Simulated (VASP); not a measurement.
Here is the system:

```
CELL_PARAMETERS angstrom
      7.01628     0.00000     0.00000
      0.00000     2.86438     0.00000
      0.00000     0.00000    24.77894
ATOMIC_POSITIONS crystal
  Ag 0.66667 0.25000 0.31646
  Ag 0.00000 0.75000 0.34983
  Ag 0.33333 0.25000 0.38321
  Ag 0.66667 0.75000 0.41657
  Ag 0.00000 0.25000 0.44994
  Ag 0.33333 0.75000 0.48331
  Ag 0.66667 0.25000 0.51668
  Ag 0.00000 0.75000 0.55005
  Ag 0.33333 0.25000 0.58342
  Ag 0.66667 0.75000 0.61679
  Ag 0.00000 0.25000 0.65017
  Ag 0.33333 0.75000 0.68354
```

The numbers are results of PBEsol GGA, VASP's PBE PAW potentials (set 64) (plane waves; VASP 6.6.1), not measurements. Numerical set-up: PREC = Normal, EDIFF = 1E-5, 400 eV cut-off, 4×10×1 Γ-centred mesh, first-order Methfessel-Paxton smearing of 0.10 eV, potentials Ag.

Q: The ions are relaxed. What does this cell relax into?

A: 
```
CELL_PARAMETERS angstrom
      7.01628     0.00000     0.00000
      0.00000     2.86438     0.00000
      0.00000     0.00000    24.77894
ATOMIC_POSITIONS crystal
  Ag 0.66996 0.25000 0.32100
  Ag 0.99821 0.75000 0.35046
  Ag 0.32808 0.25000 0.38101
  Ag 0.65942 0.75000 0.41748
  Ag 0.99981 0.25000 0.45017
  Ag 0.33193 0.75000 0.48334
  Ag 0.66807 0.25000 0.51666
  Ag 0.00019 0.75000 0.54983
  Ag 0.34058 0.25000 0.58252
  Ag 0.67192 0.75000 0.61899
  Ag 0.00179 0.25000 0.64954
  Ag 0.33004 0.75000 0.67900
```

Q: How much energy does the relaxation gain?

A: The energy (σ→0) changes by -4.4 meV/atom, in 9 ionic steps.

The cell is a thin slab with vacuum, built from Ag (fcc): (211) face.
